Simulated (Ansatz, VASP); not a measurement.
## Sn in two plane-wave programs

Aim: how closely do two programs agree when they are given the same cell, functional and k mesh? Of the first pair: The structure shown is the start of the Ansatz relaxation below; VASP solves that cell, so the two are compared at the walk's first step.

Method: plane waves, with VASP 6.6.1 beside it; single point at PBEsol, in Ansatz 0.2.0.

### Step 1. The structure

Symmetry: Imma, No. 74, orthorhombic system. Conventional cell: a = 4.578 Å, b = 4.624 Å, c = 6.539 Å, α = 90.00°, β = 90.00°, γ = 90.00°. Nearest to Sn lie 4 Sn at 2.81 to 2.83 Å. That group holds within 0.01 Å; judged at 0.001 Å it is C2/m (No. 12).

### Step 2. Ansatz: relaxation, PBEsol

Ansatz runs on its PAW soft_1 files.

The two programs are compared at the cell with which this relaxation starts, whose forces are those of its first step.

File input.yaml:

```yaml
crystal:
  lattice:
    - [-0.016348336, 3.2533188646, 3.2696672006]
    - [3.2533188646, -0.016348336, 3.2696672006]
    - [3.2369705286, 3.2369705286, 0.0]
  atoms:
    - { symbol: Sn, position: [0.499938246, 0.499938246, 0.499938246] }
    - { symbol: Sn, position: [0.750061754, 0.750061754, 0.750061754] }
  conventional_axes: [[0, 0, 1], [1, -1, 0], [1, 1, -1]]
kpoints:
  mp_grid: { grid: [12, 12, 12], shift: [0.5, 0.5, 0.5] }
hamiltonian:
  xc: pbesol
  pseudopotentials: { kind: paw, azcp: { folder: soft_1 }, xc_functional: pbe }
scf:
  occupations: { method: gaussian, width: 0.015 }
output:
  forces: true
  stress: true
  eigenvalues: true
relax:
  adjacent_minimum: "off"
  f_tol: 0.001
  max_steps: 60
  cell: { stress_tol: 0.01, fix: [a, angles] }
```

Command:

```sh
$ ansatz run input.yaml --threads 4 --pin off --max-ram 10240MiB --backend cpu --events-out ev --progress --plain --runs-dir out
```

Numbers of over 12 decimals in the logs are rounded to 6 here.

The program printed:

```text
Engine: ansatz 0.2.0, aarch64-unknown-linux-gnu
Pseudopotentials: kind: paw
Pseudopotential: Sn, paw, valence charge 14, recommended cutoff 420 eV (normal), soft_1/Sn.paw.azcp
Functional definition: PBEsol
  exchange = pbesol_x
  correlation = pbesol_c
Crystal: 2 atoms, lattice volume = 69.211 Å³
Basis set: ecut = 420 eV, 1363 PW (Γ), exchange–correlation on 64×64×64 points (8 copies of the dense FFT grid, shifted against one another)
Bands: 18, of which v1, the nominal top of the filled ones, is band 14 counted from 1 (13 counted from 0)
Symmetry: 4 space group operations
Space group: C2/m (ITA 12), of the structure as read, at distance tolerance 4.1e-5 Å
k-points: 468 of 1728
Non-local potential: Sn, projectors of the file, l = 0: 2, l = 1: 2, l = 2: 2, l = 3: 1
PAW form: soft (Blöchl's): semilocal exchange-correlation on the pseudo side does not see the compensation charge
PAW frozen core: Sn, regenerated for the run's functional, and the local potential with it (the file was generated under x = pbe(κ = 0.804, μ = 0.219515), c = pbe(β = 0.066725))
PAW one-centre angular grid: Sn, 590 points (default); XC on 64 Gauss nodes
Initial density: superposition of atomic densities (chi_scale 0.1, normalization cell)
Initial wavefunctions: pseudopotential atomic-orbital guess
Functional: x = pbesol(κ = 0.804, μ = 0.123457), c = pbesol(β = 0.046)
SCF iter   1: F=—  HF=-11899.715285 eV  |F-HF|=—  |Δ(HF+E_count)|=         —  Δρ=2.15e-2  dr2=3.37e-1  ethr=3.10e-3  ⟨swp⟩=6.1  Hψ=46666  notcnv=0
preconditioner: auto → none  [insulator: Δε(μ)=0.024 eV  Ē_g=19.905 eV  σ=0.015 eV  W_gap=0.73  n_scr=14 (ndim 8)  ℏωp=23.6 eV  f_vac=0.007  D(μ)=0.12/eV (n_scr^D=0)  ε∞_Penn≈2.4]
SCF iter   2: F=—  HF=-11899.651801 eV  |F-HF|=—  |Δ(HF+E_count)|=   6.35e-2  Δρ=9.71e-3  dr2=6.22e-2  ethr=1.20e-3  ⟨swp⟩=2.0  Hψ=14016  notcnv=0
SCF iter   3: F=—  HF=-11899.644666 eV  |F-HF|=—  |Δ(HF+E_count)|=   7.14e-3  Δρ=8.71e-4  dr2=3.40e-4  ethr=2.22e-4  ⟨swp⟩=2.6  Hψ=12115  notcnv=0
SCF iter   4: F=—  HF=-11899.644840 eV  |F-HF|=—  |Δ(HF+E_count)|=   1.74e-4  Δρ=3.61e-4  dr2=4.08e-5  ethr=1.21e-6  ⟨swp⟩=2.0  Hψ=16713  notcnv=0
SCF iter   5: F=—  HF=-11899.644845 eV  |F-HF|=—  |Δ(HF+E_count)|=   5.45e-6  Δρ=4.23e-5  dr2=1.04e-6  ethr=1.46e-7  ⟨swp⟩=2.0  Hψ=14976  notcnv=0
SCF iter   6: F=-11899.644845 eV  HF=-11899.644845 eV  |F-HF|=2.49e-8  |Δ(HF+E_count)|=   3.81e-7  Δρ=8.22e-6  dr2=6.20e-8  ethr=3.57e-10  ⟨swp⟩=7.8  Hψ=42025  notcnv=0
SCF 1 converged in 6 iterations: F = -11899.644845 eV  dr2 = 6.20e-8
  greatest PAW one-centre occupation: 0.991 electrons in one spin orbital (limit 2), on the Sn atom at site 1 (counted from 0), in its partial waves of l = 2
relax step   1: F+E_penalty+E_count = -11899.64484533 eV  Δ(F+E_penalty+E_count) = +0.000e0 eV  max|allowed force component| = 8.344e-2 eV/Å  Δτ_max = 0.0000 Å  P = +0.434 GPa  Ω = 69.211 Å³  fix = [a, alpha, beta, gamma]  reactions: a +0.963 GPa; beta +0.061 GPa/rad  (6 SCF iters, dr2 threshold 1.00e-7 eV, accepted)
[...]
relax step   2: F+E_penalty+E_count = -11899.64439097 eV  Δ(F+E_penalty+E_count) = +4.544e-4 eV  max|allowed force component| = 1.279e-1 eV/Å  Δτ_max = 0.0155 Å  P = +0.096 GPa  Ω = 69.742 Å³  energy of the carried Pulay correction = -2.242e-5 eV  fix = [a, alpha, beta, gamma]  (4 SCF iters, dr2 threshold 2.00e-7 eV, rejected (line search))
[...]
relax step   3: F+E_penalty+E_count = -11899.64556231 eV  Δ(F+E_penalty+E_count) = -7.170e-4 eV  max|allowed force component| = 3.001e-3 eV/Å  Δτ_max = 0.0056 Å  P = +0.282 GPa  Ω = 69.445 Å³  energy of the carried Pulay correction = -9.882e-6 eV  fix = [a, alpha, beta, gamma]  reactions: a +0.665 GPa; beta +0.054 GPa/rad  (8 SCF iters, accepted)
[...]
relax step   4: F+E_penalty+E_count = -11899.64561275 eV  Δ(F+E_penalty+E_count) = -5.044e-5 eV  max|allowed force component| = 2.136e-3 eV/Å  Δτ_max = 0.0003 Å  P = +0.209 GPa  Ω = 69.561 Å³  energy of the carried Pulay correction = -1.479e-5 eV  fix = [a, alpha, beta, gamma]  reactions: a +0.599 GPa; beta +0.058 GPa/rad  (3 SCF iters, dr2 threshold 4.24e-8 eV, accepted)
[...]
relax step   5: F+E_penalty+E_count = -11899.64561377 eV  Δ(F+E_penalty+E_count) = -1.023e-6 eV  max|allowed force component| = 1.484e-4 eV/Å  Δτ_max = 0.0002 Å  P = +0.198 GPa  Ω = 69.579 Å³  energy of the carried Pulay correction = -1.558e-5 eV  fix = [a, alpha, beta, gamma]  reactions: a +0.594 GPa; beta +0.058 GPa/rad  (4 SCF iters, dr2 threshold 1.01e-9 eV, accepted)
[...]
relax step   6: F+E_penalty+E_count = -11899.64563008 eV  Δ(F+E_penalty+E_count) = -1.630e-5 eV  max|allowed force component| = 1.484e-4 eV/Å  Δτ_max = 0.0000 Å  P = +0.198 GPa  Ω = 69.579 Å³  fix = [a, alpha, beta, gamma]  reactions: a +0.594 GPa; beta +0.058 GPa/rad  stress off target by 3.92e-4 GPa on what of the cell is left free  SCF on the basis re-selected at this cell (its energy is not comparable with the rows above)  (5 SCF iters)
basis re-selected at this cell: Δ(F+E_penalty+E_count) = -1.630e-5 eV, ΔP = +0.000 GPa vs the last step (what re-selecting the basis moved, of the pressure what is left beyond the Pulay correction that the steps carried, after the strain that the cell walked since its last selection, with what the two solves' SCF thresholds leave and, on support functions, any second-order correction that the steps lacked; it is no m [...]
SCF converged after 5 iterations
Free energy (F): -11899.645630 eV
Harris-Foulkes:  -11899.645630 eV  (|F-HF|=0.00e0)
Internal energy: -11899.645628 eV  (E = F + TS)
E sigma→0 (E₀):  -11899.645629 eV
Entropy (-TS):   -0.000002 eV (-0.001 meV/atom)
Fermi energy:    7.498953 eV
--- Per-component energies (eV) ---
  E_band       = -255.220552
  E_kinetic    = 336.894012
  E_local      = -2644.370965  (includes V_loc(G=0)·N_el)
  E_nonlocal   = 293.825193
  E_hartree    = 1283.698766
  E_xc         = -248.967227
  E_vxc        = -160.315134  (∫ρ·V_xc dr)
  E_paw        = -8592.661216  (= ΣΔE_a)
  E_vpaw       = -648.651757  (= ΣTr[D̂ρ^β])
  E_aug_tail   = 0.000578  (compensation charges beyond the density's cutoff)
  E_ewald      = -2328.634447
  E_core_change = 0.569679  (= ΣΔE_core)
  E_smearing   = -0.000002  (= −TS)
  E_closure    = 0.000000  (closes the sum)
  Σ components = -11899.645630   (vs F -11899.645630, Δ=0.00e0)
--- Forces (eV/Å), atoms counted from 1 ---
  atom   1  Sn    -0.00002524    -0.00002524     0.00014844
  atom   2  Sn     0.00002524     0.00002524    -0.00014844
  max |Σ_I F_I| component: 2.71e-20 eV/Å
--- Stress (GPa, compression-positive) ---
        0.296926       0.297317      -0.040764
        0.297317       0.296926      -0.040764
       -0.040764      -0.040764       0.000380
  P = ⅓ Tr σ = 0.1981 GPa (1.981 kbar)
--- Band table (eV; the first three rows and the last of 468) ---
  k-point 0: bands = [... 10 lower, -2.9937, 6.4131, 7.5229, 7.5359, 7.7745, 9.6495, 9.7140, 9.7372]
  k-point 1: bands = [... 10 lower, -2.9040, 5.6172, 7.1453, 7.4588, 8.1103, 9.7462, 9.8172, 10.3183]
  k-point 2: bands = [... 10 lower, -2.6846, 4.4421, 6.7797, 7.1943, 8.0824, 10.0926, 10.2711, 11.1204]
  k-point 467: bands = [... 10 lower, -1.3486, 1.2579, 5.7331, 6.2930, 8.0017, 10.5807, 10.8728, 13.3020]
--- Relaxed structure (5 steps of the walk, 4 accepted, 1 SCFs on fresh bases) ---
  F+E_penalty+E_count = -11899.64563008 eV   max|allowed force component| = 1.484e-4 eV/Å   (the final SCF, on the basis selected at the relaxed cell)
  cell:  # Å, volume = 69.5794 Å³
    - [-0.017861, 3.254832, 3.284028]
    - [3.254832, -0.017861, 3.284028]
    - [3.236971, 3.236971, 0.0]
  atoms:
    - { symbol: Sn, position: [0.499067, 0.499067, 0.500819] }
    - { symbol: Sn, position: [0.750933, 0.750933, 0.749181] }
```

The column dr2 measures how far the density is from self-consistency, as an energy; F and HF (Harris–Foulkes) agree once it is small.

(Part 1 of 5 ends here.)

[Lines on the potential files, build, host, timing and source positions are cut from VASP's logs without a mark.]

[Logs are printed without paths, hosts, clocks, repeated set-up lines and the standing remarks that a program may print on its own settings, such as how far it seeks lower states.]

[Hosts, paths, dates, database ids (printed as entryN), source tags and the programs' standing remarks are cut or masked in the printed files.]
